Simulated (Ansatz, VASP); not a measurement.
**Zr11Ti7B36 (Zr0.61Ti0.39B2, hexagonal AlB2 type solid solution): VASP beside Ansatz**

Aim: how closely do two programs agree when they are given the same cell, functional and k mesh? The cell is invented: As first built, before any earlier steps moved the atoms (in the runner's words): 3x3x2 conventional cells of the ZrB2 type (54 atoms: 36 B, 7 Ti, 11 Zr); Zr/Ti share their sites, the best of 600 random draws by like-pair counts in two shells; start lattice by linear mixing of the end members' cells; atoms moved at random by 0.02 A. It may not be a known or stable phase. The structure shown is the start of the Ansatz relaxation below; VASP solves that cell, so the two are compared at the walk's first step.

Main program and level: Ansatz 0.2.0; plane waves, with VASP 6.6.1 beside it; single point at PBE.

**1. The structure**

The cell holds 54 atoms: 36 B, 7 Ti and 11 Zr. Cell: a = 9.345 Å, b = 9.345 Å, c = 6.828 Å, α = 90.0°, β = 90.0°, γ = 120.0°. It derives from ZrB2 (ZrB2 type, space group 191), repeated 3×3×2. As first built, before any earlier steps moved the atoms (in the runner's words): 3x3x2 conventional cells of the ZrB2 type (54 atoms: 36 B, 7 Ti, 11 Zr); Zr/Ti share their sites, the best of 600 random draws by like-pair counts in two shells; start lattice by linear mixing of the end members' cells; atoms moved at random by 0.02 A.

**2. Ansatz: relaxation, PBE**

Ansatz runs on its default PAW (the set named soft_2) files.

The two programs are compared at the cell with which this relaxation starts, whose forces are those of its first step.

The input, input.yaml:

```yaml
crystal:
  lattice:
    - [9.34526, 0.0, 0.0]
    - [-4.67263, 8.09324, 0.0]
    - [0.0, 0.0, 6.82841]
  atoms:
    - { symbol: B, position: [0.11368, 0.22443, 0.25605] }
    - { symbol: B, position: [0.22172, 0.11171, 0.24688] }
    - { symbol: B, position: [0.1079, 0.21852, 0.7583] }
    - { symbol: B, position: [0.22132, 0.11279, 0.75254] }
    - { symbol: B, position: [0.11803, 0.55795, 0.24837] }
    - { symbol: B, position: [0.22206, 0.443, 0.24812] }
    - { symbol: B, position: [0.10957, 0.55659, 0.74801] }
    - { symbol: B, position: [0.22377, 0.44578, 0.74681] }
    - { symbol: B, position: [0.10938, 0.88862, 0.24818] }
    - { symbol: B, position: [0.2212, 0.77343, 0.25177] }
    - { symbol: B, position: [0.11277, 0.88757, 0.74279] }
    - { symbol: B, position: [0.22455, 0.78066, 0.75412] }
    - { symbol: B, position: [0.45267, 0.22588, 0.24831] }
    - { symbol: B, position: [0.55121, 0.10996, 0.24766] }
    - { symbol: B, position: [0.44125, 0.22154, 0.74851] }
    - { symbol: B, position: [0.55761, 0.10818, 0.74306] }
    - { symbol: B, position: [0.44044, 0.55408, 0.24544] }
    - { symbol: B, position: [0.55872, 0.44631, 0.25098] }
    - { symbol: B, position: [0.43976, 0.55307, 0.7516] }
    - { symbol: B, position: [0.55962, 0.44472, 0.75338] }
    - { symbol: B, position: [0.44511, 0.88805, 0.25287] }
    - { symbol: B, position: [0.55701, 0.77596, 0.24525] }
    - { symbol: B, position: [0.44491, 0.89284, 0.75138] }
    - { symbol: B, position: [0.55686, 0.77877, 0.75151] }
    - { symbol: B, position: [0.77612, 0.21939, 0.24553] }
    - { symbol: B, position: [0.8874, 0.11095, 0.25253] }
    - { symbol: B, position: [0.77704, 0.22702, 0.74908] }
    - { symbol: B, position: [0.88897, 0.11317, 0.74927] }
    - { symbol: B, position: [0.77849, 0.55718, 0.24688] }
    - { symbol: B, position: [0.88572, 0.44644, 0.24776] }
    - { symbol: B, position: [0.77968, 0.55848, 0.7449] }
    - { symbol: B, position: [0.88931, 0.44648, 0.74866] }
    - { symbol: B, position: [0.77687, 0.88758, 0.24758] }
    - { symbol: B, position: [0.89366, 0.78107, 0.24999] }
    - { symbol: B, position: [0.77833, 0.89029, 0.74962] }
    - { symbol: B, position: [0.88898, 0.77529, 0.75034] }
    - { symbol: Ti, position: [0.00037, 0.66513, 0.99889] }
    - { symbol: Ti, position: [0.33125, 0.99769, 0.49746] }
    - { symbol: Ti, position: [0.33289, 0.66827, 0.99714] }
    - { symbol: Ti, position: [0.66716, 0.99935, 0.00163] }
    - { symbol: Ti, position: [0.67114, 0.00283, 0.50185] }
    - { symbol: Ti, position: [0.66844, 0.6653, 0.00047] }
    - { symbol: Ti, position: [0.66822, 0.66665, 0.49917] }
    - { symbol: Zr, position: [0.00166, 0.99759, 0.00064] }
    - { symbol: Zr, position: [0.99635, 0.99744, 0.49825] }
    - { symbol: Zr, position: [0.00124, 0.33196, 0.99844] }
    - { symbol: Zr, position: [0.99994, 0.32935, 0.50547] }
    - { symbol: Zr, position: [0.99928, 0.66423, 0.5016] }
    - { symbol: Zr, position: [0.33346, 0.00149, 0.00083] }
    - { symbol: Zr, position: [0.33105, 0.33226, 0.9999] }
    - { symbol: Zr, position: [0.33262, 0.33309, 0.50265] }
    - { symbol: Zr, position: [0.33427, 0.666, 0.49381] }
    - { symbol: Zr, position: [0.66498, 0.3321, 0.99514] }
    - { symbol: Zr, position: [0.66799, 0.33552, 0.50267] }
kpoints:
  mp_grid: { grid: [3, 3, 4] }
hamiltonian:
  xc: pbe
scf:
  occupations: { method: methfessel_paxton, width: 0.15 }
output:
  forces: true
  stress: true
relax:
  f_tol: 0.02
  max_steps: 45
  cell: { stress_tol: 0.1 }
```

The run is started by

```console
ansatz run input.yaml --threads 8 --pin off --max-ram 15360MiB --backend cpu --events-out ev --progress --plain --runs-dir out
```

Numbers of over 12 decimals in the logs are rounded to 6 here.

Log:

```text
The last accepted step is kept in <dir> (removed where the run ends without a failure and the disk answers)
Engine: ansatz 0.2.0, x86_64-unknown-linux-gnu
Pseudopotentials: kind: paw
Pseudopotential: B, paw, valence charge 3, recommended cutoff 420 eV (normal), B.paw.azcp
Pseudopotential: Ti, paw, valence charge 12, recommended cutoff 420 eV (normal), Ti.paw.azcp
Pseudopotential: Zr, paw, valence charge 12, recommended cutoff 420 eV (normal), Zr.paw.azcp
Functional definition: PBE
  parameter kappa = 0.804
  parameter beta = 0.066725
  exchange = pbe_x(kappa = kappa, mu = beta*pi^2/3)
  correlation = pbe_c(beta = beta)
Crystal: 54 atoms, lattice volume = 516.456 Å³
Basis set: ecut = 420 eV, 10103 PW (Γ), exchange–correlation on 128×128×96 points (8 copies of the dense FFT grid, shifted against one another)
Bands: 216, of which v1, the nominal top of the filled ones, is band 162 counted from 1 (161 counted from 0)
Symmetry: 1 space group operations
Space group: P1 (ITA 1), of the structure as read, at distance tolerance 8.0e-5 Å
k-points: 19 of 36 (time reversal used)
Non-local potential: B, projectors of the file, l = 0: 2, l = 1: 2, l = 2: 1
Non-local potential: Ti, projectors of the file, l = 0: 3, l = 1: 2, l = 2: 3, l = 3: 1
Non-local potential: Zr, projectors of the file, l = 0: 3, l = 1: 2, l = 2: 2, l = 3: 2
PAW form: soft (Blöchl's): semilocal exchange-correlation on the pseudo side does not see the compensation charge
PAW one-centre angular grid: B, 110 points (default); XC on 64 Gauss nodes
PAW one-centre angular grid: Ti, 590 points (default); XC on 64 Gauss nodes
PAW one-centre angular grid: Zr, 590 points (default); XC on 64 Gauss nodes
Initial density: superposition of atomic densities (neutral atoms: chi_scale 0, normalization atom), corrected by the library's trained network
Initial wavefunctions: pseudopotential atomic-orbital guess
Functional: x = pbe(κ = 0.804, μ = 0.219515), c = pbe(β = 0.066725)
SCF iter   1: F=—  HF=-69185.633948 eV  |F-HF|=—  |Δ(HF+E_count)|=         —  Δρ=4.85e-3  dr2=4.62e-1  ethr=1.77e-3  ⟨swp⟩=4.8  Hψ=16278  notcnv=0
preconditioner: auto → Kerker (q_TF=auto, 2.524 Å⁻¹)  [metal: Δε(μ)=0.013 eV  Ē_g=7.792 eV  σ=0.150 eV  W_gap=0.08  n_scr=148 (ndim 8)  ℏωp=21.9 eV  f_vac=0.000  D(μ)=10.95/eV (n_scr^D=58)]
SCF iter   2: F=—  HF=-69185.596875 eV  |F-HF|=—  |Δ(HF+E_count)|=   3.71e-2  S|Δr|=    0.00e0  Δρ=2.73e-3  dr2=1.87e-1  ethr=1.43e-4  ⟨swp⟩=1.0  Hψ=4731  notcnv=0
SCF iter   3: F=—  HF=-69185.578906 eV  |F-HF|=—  |Δ(HF+E_count)|=   1.80e-2  S|Δr|=    0.00e0  Δρ=3.82e-4  dr2=4.06e-3  ethr=5.77e-5  ⟨swp⟩=2.0  Hψ=3847  notcnv=0
SCF iter   4: F=—  HF=-69185.578377 eV  |F-HF|=—  |Δ(HF+E_count)|=   5.29e-4  S|Δr|=    0.00e0  Δρ=9.74e-5  dr2=2.61e-4  ethr=1.25e-6  ⟨swp⟩=2.0  Hψ=4383  notcnv=0
SCF iter   5: F=—  HF=-69185.578350 eV  |F-HF|=—  |Δ(HF+E_count)|=   2.62e-5  S|Δr|=    0.00e0  Δρ=2.44e-5  dr2=7.42e-6  ethr=8.04e-8  ⟨swp⟩=2.0  Hψ=4421  notcnv=0
SCF iter   6: F=—  HF=-69185.578750 eV  |F-HF|=—  |Δ(HF+E_count)|=   4.00e-4  S|Δr|=    0.00e0  Δρ=6.88e-6  dr2=2.79e-7  ethr=2.29e-9  ⟨swp⟩=2.1  Hψ=6836  notcnv=0
SCF iter   7: F=-69185.578750 eV  HF=-69185.578750 eV  |F-HF|=2.26e-8  |Δ(HF+E_count)|=   5.09e-8  S|Δr|=    0.00e0  Δρ=1.71e-6  dr2=2.66e-8  ethr=3.09e-11  ⟨swp⟩=3.9  Hψ=10459  notcnv=0
SCF 1 converged in 7 iterations: F = -69185.578750 eV  dr2 = 2.66e-8
  greatest PAW one-centre occupation: 0.999 electrons in one spin orbital (limit 2), on the Ti atom at site 41 (counted from 0), in its partial waves of l = 0
relax step   1: F+E_penalty+E_count = -69185.57874996 eV  Δ(F+E_penalty+E_count) = +0.000e0 eV  max|allowed force component| = 1.280e0 eV/Å  Δτ_max = 0.0000 Å  P = +3.422 GPa  Ω = 516.456 Å³  (7 SCF iters, dr2 threshold 1.00e-7 eV, accepted)
Crystal: 54 atoms, lattice volume = 524.829 Å³
Basis set: ecut = 420 eV, 10287 PW (Γ), exchange–correlation on 128×128×96 points (8 copies of the dense FFT grid, shifted against one another)
Initial density: handed on by an earlier stage of this run
Initial wavefunctions: those handed on with the density
iter 1 solved again at ethr=1.50e-3 eV; its pass at ethr=3.10e-3 eV (dr2=4.87e0 eV) is discarded
SCF iter   1: F=—  HF=-69186.909304 eV  |F-HF|=—  |Δ(HF+E_count)|=         —  Δρ=1.33e-2  dr2=4.75e0  ethr=1.50e-3  ⟨swp⟩=1.0  Hψ=19495  notcnv=0
preconditioner: auto → Kerker (q_TF=auto, 2.518 Å⁻¹)  [metal: Δε(μ)=0.027 eV  Ē_g=7.619 eV  σ=0.150 eV  W_gap=0.15  n_scr=148 (ndim 8)  ℏωp=21.7 eV  f_vac=0.000  D(μ)=10.71/eV (n_scr^D=58)]
SCF iter   2: F=—  HF=-69186.545806 eV  |F-HF|=—  |Δ(HF+E_count)|=   3.63e-1  S|Δr|=    0.00e0  Δρ=7.97e-3  dr2=2.13e0  ethr=1.47e-3  ⟨swp⟩=1.0  Hψ=4104  notcnv=0
SCF iter   3: F=—  HF=-69186.254093 eV  |F-HF|=—  |Δ(HF+E_count)|=   2.92e-1  S|Δr|=    0.00e0  Δρ=1.26e-3  dr2=4.26e-2  ethr=6.57e-4  ⟨swp⟩=2.2  Hψ=4676  notcnv=0
[...]
Free energy (F): -69186.687778 eV
Harris-Foulkes:  -69186.687778 eV  (|F-HF|=1.02e-9)
Internal energy: -69186.672752 eV  (E = F + TS)
E sigma→0 (E₀):  -69186.684021 eV
Entropy (-TS):   -0.015026 eV (-0.278 meV/atom)
Fermi energy:    15.396188 eV
--- Per-component energies (eV) ---
  E_band       = -967.999605
  E_kinetic    = 7411.513736
  E_local      = -11828.936142  (includes V_loc(G=0)·N_el)
  E_nonlocal   = 1309.259905
  E_hartree    = 4353.986563
  E_xc         = -3671.499087
  E_vxc        = -4400.784032  (∫ρ·V_xc dr)
  E_paw        = -42650.735551  (= ΣΔE_a)
  E_vpaw       = -2167.025721  (= ΣTr[D̂ρ^β])
  E_aug_tail   = 0.000982  (compensation charges beyond the density's cutoff)
  E_ewald      = -24110.263158
  E_smearing   = -0.015026  (= −TS)
  E_closure    = 0.000000  (closes the sum)
  Σ components = -69186.687778   (vs F -69186.687778, Δ=0.00e0)
--- Forces (eV/Å), atoms counted from 1 ---
  atom   1  B     -0.00011648     0.00040151    -0.00012049
  atom   2  B      0.00013547    -0.00017752    -0.00015208
  atom   3  B     -0.00023357     0.00041487     0.00055973
  atom   4  B      0.00014496    -0.00034632    -0.00011963
  atom   5  B     -0.00038525     0.00000167     0.00029227
  atom   6  B      0.00025106    -0.00039958     0.00018245
  atom   7  B     -0.00028477    -0.00003220     0.00007548
  atom   8  B      0.00021162    -0.00034208    -0.00066364
  atom   9  B     -0.00027638    -0.00035583    -0.00013605
  atom  10  B      0.00038296     0.00060741     0.00027955
  atom  11  B     -0.00012522    -0.00010720     0.00057702
  atom  12  B      0.00049836     0.00040604    -0.00028354
  atom  13  B      0.00012381    -0.00000900    -0.00002213
  atom  14  B      0.00020663    -0.00071397    -0.00014175
  atom  15  B      0.00021094    -0.00010004     0.00038690
  atom  16  B      0.00001124    -0.00045049    -0.00020865
  atom  17  B      0.00027477     0.00054021     0.00027647
  atom  18  B     -0.00004903     0.00037855    -0.00004838
  atom  19  B     -0.00008119     0.00052164     0.00001105
  atom  20  B     -0.00006076     0.00021761    -0.00025700
  atom  21  B      0.00003310    -0.00043882     0.00041229
  atom  22  B     -0.00016093     0.00031410     0.00002775
  atom  23  B      0.00016706    -0.00019265     0.00032574
  atom  24  B     -0.00031501     0.00002955    -0.00014321
[...]
atom  47  Zr     0.00044204     0.00025571     0.00023235
  atom  48  Zr     0.00075634    -0.00030570    -0.00008657
  atom  49  Zr    -0.00084700     0.00060122     0.00004054
  atom  50  Zr    -0.00000407    -0.00074916    -0.00003911
  atom  51  Zr    -0.00081296     0.00007496     0.00009117
  atom  52  Zr    -0.00064214     0.00180916    -0.00047915
  atom  53  Zr     0.00105382    -0.00022786     0.00041427
  atom  54  Zr    -0.00050431     0.00040592    -0.00011355
  max |Σ_I F_I| component: 1.52e-6 eV/Å
--- Stress (GPa, compression-positive) ---
        0.012214      -0.001042      -0.000671
       -0.001042       0.015162      -0.000562
       -0.000671      -0.000562       0.031821
  P = ⅓ Tr σ = 0.0197 GPa (0.197 kbar)
--- Relaxed structure (4 steps of the walk, 4 accepted, 1 SCFs on fresh bases) ---
  F+E_penalty+E_count = -69186.68777785 eV   max|allowed force component| = 1.809e-3 eV/Å   (the final SCF, on the basis selected at the relaxed cell)
  cell:  # Å, volume = 522.0586 Å³
    - [9.365464, -0.00114834, 1.4117729912634515e-5]
    - [-4.683726, 8.109683, 2.7014836738956364e-6]
    - [1.031556619213726e-5, 8.234979092431712e-6, 6.874116]
  atoms:
    - { symbol: B, position: [0.110817, 0.221528, 0.249136] }
    - { symbol: B, position: [0.223057, 0.109033, 0.252055] }
    - { symbol: B, position: [0.110817, 0.221529, 0.749749] }
    - { symbol: B, position: [0.223057, 0.109034, 0.746838] }
    - { symbol: B, position: [0.113467, 0.558993, 0.242637] }
    - { symbol: B, position: [0.224827, 0.448509, 0.245458] }
    - { symbol: B, position: [0.113465, 0.558992, 0.756250] }
    - { symbol: B, position: [0.224827, 0.448508, 0.753439] }
    - { symbol: B, position: [0.111711, 0.887014, 0.248333] }
    - { symbol: B, position: [0.223597, 0.777886, 0.245738] }
    - { symbol: B, position: [0.111708, 0.887013, 0.750552] }
    - { symbol: B, position: [0.223595, 0.777887, 0.753153] }
    - { symbol: B, position: [0.444245, 0.219647, 0.252433] }
    - { symbol: B, position: [0.555746, 0.107148, 0.252595] }
    - { symbol: B, position: [0.444244, 0.219647, 0.746452] }
    - { symbol: B, position: [0.555747, 0.107147, 0.746300] }
    - { symbol: B, position: [0.448987, 0.560680, 0.245307] }
    - { symbol: B, position: [0.558909, 0.450111, 0.248739] }
    - { symbol: B, position: [0.448990, 0.560681, 0.753578] }
    - { symbol: B, position: [0.558909, 0.450112, 0.750155] }
    - { symbol: B, position: [0.447344, 0.889073, 0.248303] }
    - { symbol: B, position: [0.557524, 0.779186, 0.245068] }
    - { symbol: B, position: [0.447342, 0.889072, 0.750576] }
    - { symbol: B, position: [0.557525, 0.779188, 0.753824] }
[...]
- { symbol: B, position: [0.777877, 0.558820, 0.245415] }
    - { symbol: B, position: [0.890053, 0.447326, 0.245450] }
    - { symbol: B, position: [0.777876, 0.558821, 0.753476] }
    - { symbol: B, position: [0.890053, 0.447326, 0.753449] }
    - { symbol: B, position: [0.773121, 0.885915, 0.248154] }
    - { symbol: B, position: [0.885201, 0.774908, 0.245810] }
    - { symbol: B, position: [0.773120, 0.885916, 0.750731] }
    - { symbol: B, position: [0.885196, 0.774907, 0.753086] }
    - { symbol: Ti, position: [0.000217226, 0.667258, 0.999448] }
    - { symbol: Ti, position: [0.334975, 0.998786, 0.499444] }
    - { symbol: Ti, position: [0.336526, 0.669376, 0.999444] }
    - { symbol: Ti, position: [0.664943, 0.996653, -0.000556024] }
    - { symbol: Ti, position: [0.664937, -0.00265588, 0.499447] }
    - { symbol: Ti, position: [0.666775, 0.668588, -0.000555383] }
    - { symbol: Ti, position: [0.666849, 0.668657, 0.499445] }
    - { symbol: Zr, position: [-0.00303685, 0.996694, -0.000555574] }
    - { symbol: Zr, position: [0.996859, 0.996829, 0.499446] }
    - { symbol: Zr, position: [-0.0007083, 0.333388, 0.999448] }
    - { symbol: Zr, position: [0.999220, 0.333094, 0.499444] }
    - { symbol: Zr, position: [1.000420, 0.667926, 0.499446] }
    - { symbol: Zr, position: [0.334559, -0.00236186, -0.000556252] }
    - { symbol: Zr, position: [0.335595, 0.335575, 0.999445] }
    - { symbol: Zr, position: [0.335684, 0.335376, 0.499444] }
    - { symbol: Zr, position: [0.337243, 0.670319, 0.499448] }
    - { symbol: Zr, position: [0.667098, 0.333499, 0.999443] }
    - { symbol: Zr, position: [0.666712, 0.333151, 0.499447] }
```

The column dr2 measures how far the density is from self-consistency, as an energy; F and HF (Harris–Foulkes) agree once it is small.

[end of part 1 of 2]

[Lines on the potential files, build, host, timing and source positions are cut from VASP's logs without a mark.]

[Logs are printed without paths, hosts, clocks, repeated set-up lines and the standing remarks that a program may print on its own settings, such as how far it seeks lower states.]

[Hosts, paths, dates, database ids (printed as entryN), source tags and the programs' standing remarks are cut or masked in the printed files.]
